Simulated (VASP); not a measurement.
Computed with RPBE GGA, VASP's PBE PAW potentials (set 64) (plane waves; VASP).

Input for VASP

### KPOINTS
```
Automatic mesh
0
Gamma
9 9 9
0 0 0
```

POSCAR:
```
Cs
3.2019650
 -0.9999999456   0.9999999456   0.9999999456
  0.9999999456  -0.9999999456   0.9999999456
  0.9999999456   0.9999999456  -0.9999999456
Cs
1
Cartesian
  0.0000000000   0.0000000000   0.0000000000
```

INCAR:
```
# general
SYSTEM =Cs
PREC   =Accurate
ENCUT  =520   # plane-wave cut-off (eV)
LREAL  =.False.   # projection in real space or not
LASPH  =.True.

# electronic loop
EDIFF  =1E-7
NELM   =100   # most electronic steps
ALGO   =Normal   # blocked Davidson
LMAXMIX=4   # l cut-off of mixed one-centre charges

# smearing
ISMEAR =-5   # tetrahedra, Bloechl

# functional
GGA    =RP   # RPBE

# ions
ISIF   =2   # forces and stress, cell fixed

# output
LWAVE  =.False.
LCHARG =.True.
LORBIT =11   # lm-projected
NEDOS  =601
```

POTCAR, in this order: Cs_sv (PBE.64 set). Program: vasp_std.

For a metal the tetrahedron method with Blöchl corrections gives inexact stress and forces. Unless said otherwise, spin-orbit coupling is left out, though it shifts the bands of the heavy elements here.

Q: What does the run give for the energy per atom (σ→0), band gap (on the k-mesh)?

A: 
```yaml
energy per atom (σ→0): -0.738 eV/atom
band gap (on the k-mesh): none (metal, semimetal or under 0.01 eV)
```

File OSZICAR:
```
...
DAV:   7    -0.737565120901E+00   -0.43085E-02   -0.79052E-03   608   0.610E-01    0.324E-02
DAV:   8    -0.737625874832E+00   -0.60754E-04   -0.16200E-04  1032   0.100E-01    0.669E-03
DAV:   9    -0.737632094408E+00   -0.62196E-05   -0.85392E-06   792   0.221E-02    0.315E-03
DAV:  10    -0.737632268003E+00   -0.17359E-06   -0.21611E-06   968   0.971E-03    0.107E-03
DAV:  11    -0.737632522499E+00   -0.25450E-06   -0.83634E-07   736   0.608E-03    0.852E-04
DAV:  12    -0.737632641679E+00   -0.11918E-06   -0.10158E-07   736   0.230E-03    0.520E-05
DAV:  13    -0.737632630925E+00    0.10753E-07   -0.24797E-09   504   0.407E-04
   1 F= -.73763263E+00 E0= -.73763263E+00  d E =0.000000E+00
```

The compound is Cs in the bcc structure. It was relaxed first, which changed the volume by +16 %.
